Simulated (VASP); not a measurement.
Data:

```
Sc
1.0
    1.63834    -2.83768     0.00000
    1.63834     2.83768     0.00000
    0.00000     0.00000     5.08266
Sc
2
Direct
  0.33333   0.66667   0.25000
  0.66667   0.33333   0.75000
```

The numbers are results of PBEsol GGA, VASP's PBE PAW potentials (set 64) (plane waves; VASP), not measurements. Settings: 480 eV cut-off, 12×12×8 Γ-centred mesh, first-order Methfessel-Paxton smearing of 0.10 eV, potentials Sc_sv.

**Question.** The ions, cell shape and volume at an external pressure of 1.0 GPa are relaxed. What does this cell relax into?

**Answer.** 
```
Sc
1.0
    1.62848    -2.82061     0.00000
    1.62848     2.82061     0.00000
    0.00000     0.00000     5.05484
Sc
2
Direct
  0.33333   0.66667   0.25000
  0.66667   0.33333   0.75000
```
Space group P6_3/mmc (194), at a tolerance of 0.03 Å.

**Question.** How do energy and volume change from the first to the last step?

**Answer.** The energy (σ→0) changes by +1.2 meV/atom and the volume by -1.7 %, in 3 ionic steps.

The compound is Sc in the hcp structure. This run relaxes it under an external pressure of 1 GPa. Symmetry was kept, so distortions that lower it aren't found.
